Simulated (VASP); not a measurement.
Level of theory: vdW-DF2, VASP's PBE PAW potentials (set 64) (plane waves; VASP).

VASP ran on this input.

### POSCAR
```
Al3Sc
4.0522360
  0.9999998788   0.0000000000   0.0000000000
  0.0000000000   0.9999998788   0.0000000000
  0.0000000000   0.0000000000   0.9999998788
Sc Al
1 3
Cart
  0.0000000000   0.0000000000   0.0000000000
  0.0000000000   0.4999999394   0.4999999394
  0.4999999394   0.0000000000   0.4999999394
  0.4999999394   0.4999999394   0.0000000000
```

### KPOINTS
```
Automatic mesh
0
Gamma
8 8 8
0 0 0
```

### INCAR
```
# general
SYSTEM   = Al3Sc
PREC     = Accurate
ENCUT    = 520
LREAL    = .FALSE.
LASPH    = .TRUE.

# electronic loop
EDIFF    = 1E-7
NELM     = 100
ALGO     = Normal
LMAXMIX  = 4

# smearing
ISMEAR   = 1
SIGMA    = 0.1

# functional
GGA      = ML
LUSE_VDW = .TRUE.
AGGAC    = 0.0
ZAB_VDW  = -1.8867

# ions
ISIF     = 2

# output
LWAVE    = .FALSE.
LCHARG   = .FALSE.
```

POTCAR, in this order: Sc_sv Al (PBE.64 set). Program: vasp_std.

Output

File OUTCAR:
```
 ion  position               nearest neighbor table
   1  0.000  0.000  0.000-   2 2.87   3 2.87   4 2.87   2 2.87   3 2.87   2 2.87   4 2.87   2 2.87
                             3 2.87   4 2.87   3 2.87   4 2.87
   2  0.000  0.500  0.500-   1 2.87   3 2.87   4 2.87   1 2.87   4 2.87   1 2.87   3 2.87   1 2.87
                             3 2.87   4 2.87   4 2.87   3 2.87
   3  0.500  0.000  0.500-   1 2.87   2 2.87   4 2.87   1 2.87   4 2.87   2 2.87   4 2.87   4 2.87
                             1 2.87   2 2.87   1 2.87   2 2.87
   4  0.500  0.500  0.000-   1 2.87   2 2.87   3 2.87   2 2.87   3 2.87   1 2.87   3 2.87   3 2.87
                             1 2.87   2 2.87   2 2.87   1 2.87
  LATTYP: Found a simple cubic cell.
 ALAT       =     4.0522355089
 Subroutine PRICEL returns:
 Original cell was already a primitive cell.
 Subroutine GETGRP returns: Found 48 space group operations
The static configuration has the point symmetry O_h .
The dynamic configuration has the point symmetry O_h .
 Subroutine INISYM returns: Found 48 space group operations
 Subroutine IBZKPT returns following result:
 Found     35 irreducible k-points:

 Following reciprocal coordinates:
            Coordinates               Weight
  0.000000  0.000000  0.000000      1.000000
  0.125000  0.000000  0.000000      6.000000
  0.250000  0.000000  0.000000      6.000000
...
```

### OSZICAR
```
       N       E                     dE             d eps       ncg     rms          rms(c)
DAV:   1     0.127171701287E+03    0.12717E+03   -0.85592E+03   980   0.131E+03
DAV:   2    -0.290269535483E+01   -0.13007E+03   -0.12856E+03   980   0.370E+02
DAV:   3    -0.106754940920E+02   -0.77728E+01   -0.75939E+01  1566   0.735E+01
DAV:   4    -0.108067362025E+02   -0.13124E+00   -0.13023E+00  1414   0.966E+00
DAV:   5    -0.108106376349E+02   -0.39014E-02   -0.38683E-02  1368   0.155E+00    0.873E+00
DAV:   6    -0.101123877526E+02    0.69825E+00   -0.44893E+00  1632   0.241E+01    0.309E+00
DAV:   7    -0.100996827592E+02    0.12705E-01   -0.14253E-01  1510   0.410E+00    0.203E+00
DAV:   8    -0.100980444939E+02    0.16383E-02   -0.55768E-02  1576   0.232E+00    0.293E-01
DAV:   9    -0.100987436145E+02   -0.69912E-03   -0.11987E-02  1534   0.136E+00    0.256E-01
DAV:  10    -0.100984349127E+02    0.30870E-03   -0.41424E-03  1586   0.777E-01    0.440E-02
DAV:  11    -0.100984634602E+02   -0.28547E-04   -0.20400E-04  1334   0.117E-01    0.155E-02
DAV:  12    -0.100984703715E+02   -0.69113E-05   -0.25560E-05  1208   0.480E-02    0.910E-03
DAV:  13    -0.100984717630E+02   -0.13915E-05   -0.53613E-06  1196   0.250E-02    0.308E-03
DAV:  14    -0.100984717093E+02    0.53723E-07   -0.13033E-06  1618   0.123E-02    0.503E-04
DAV:  15    -0.100984717033E+02    0.60190E-08   -0.51575E-08   726   0.240E-03
   1 F= -.10098472E+02 E0= -.10098191E+02  d E =-.843045E-03
```

OUTCAR:
```
------------------------ aborting loop because EDIFF is reached ----------------------------------------
  FORCE on cell =-STRESS in cart. coord.  units (eV):
  Direction    XX          YY          ZZ          XY          YZ          ZX
  --------------------------------------------------------------------------------------
  Total        2.3539822      2.3539822      2.3539822     -0.0000000      0.0000000      0.0000000
  in kB       56.6799834     56.6799834     56.6799834     -0.0000000      0.0000000      0.0000000
  external PRESSURE =      56.6799834 kB  Pullay stress =       0.0000000 kB
  volume of cell :       66.54
      direct lattice vectors                 reciprocal lattice vectors
     4.052235509  0.000000000  0.000000000     0.246777365  0.000000000  0.000000000
     0.000000000  4.052235509  0.000000000     0.000000000  0.246777365  0.000000000
     0.000000000  0.000000000  4.052235509     0.000000000  0.000000000  0.246777365
 POSITION                                       TOTAL-FORCE (eV/Angst)
 -----------------------------------------------------------------------------------
      0.00000      0.00000      0.00000         0.000000      0.000000      0.000000
      0.00000      2.02612      2.02612         0.000000      0.000000      0.000000
      2.02612      0.00000      2.02612         0.000000      0.000000      0.000000
      2.02612      2.02612      0.00000         0.000000      0.000000      0.000000
 -----------------------------------------------------------------------------------
    total drift:                               -0.000000     -0.000000      0.000000
  FREE ENERGIE OF THE ION-ELECTRON SYSTEM (eV)
  ---------------------------------------------------
  free  energy   TOTEN  =       -10.0984717033 eV

  energy  without entropy=      -10.0976286579  energy(sigma->0) =      -10.09819069
```
(Selected blocks of OUTCAR.)

**OUTCAR**
```
 val. band max:        7.4917569056   @ k =   0.2500   0.1250   0.1250

 cond. band min:       7.5357017695   @ k =   0.5000   0.2500   0.2500


 Fermi energy:         7.5141784480

 k-point     1 :       0.0000    0.0000    0.0000
  band No.  band energies     occupation
      1     -41.5518      2.00000
      2     -20.2572      2.00000
      3     -20.2572      2.00000
      4     -20.2572      2.00000
      5      -2.6539      2.00000
      6       4.8476      2.00000
      7       4.8476      2.00000
      8       5.6738      2.00000
      9       5.6738      2.00000
     10       5.6738      2.00000
     11       8.7785     -0.00000
     12       8.7785     -0.00000
     13       8.7785     -0.00000
     14       9.0209     -0.00000

 k-point     2 :       0.1250    0.0000    0.0000
  band No.  band energies     occupation
      1     -41.5517      2.00000
      2     -20.2624      2.00000
      3     -20.2568      2.00000
      4     -20.2568      2.00000
      5      -2.5075      2.00000
      6       3.7827      2.00000
      7       4.9629      2.00000
      8       5.6866      2.00000
      9       5.6866      2.00000
     10       6.3913      2.00000
     11       8.7076     -0.00000
     12       8.7076     -0.00000
     13       8.8233     -0.00000
     14       9.5752      0.00000

 k-point     3 :       0.2500    0.0000    0.0000
  band No.  band energies     occupation
      1     -41.5511      2.00000
      2     -20.2748      2.00000
      3     -20.2558      2.00000
      4     -20.2558      2.00000
      5      -2.0759      2.00000
      6       2.3178      2.00000
      7       5.2920      2.00000
      8       5.7122      2.00000
      9       5.7122      2.00000
     10       7.2330      2.00052
     11       8.5939     -0.00000
     12       8.5939     -0.00000
     13       8.9372     -0.00000
     14       9.9318      0.00000

 k-point     4 :       0.3750    0.0000    0.0000
  band No.  band energies     occupation
...
```

The compound is Al3Sc in the L1_2 structure. This cell is one point of a volume scan, at 0.94 of the reference volume.
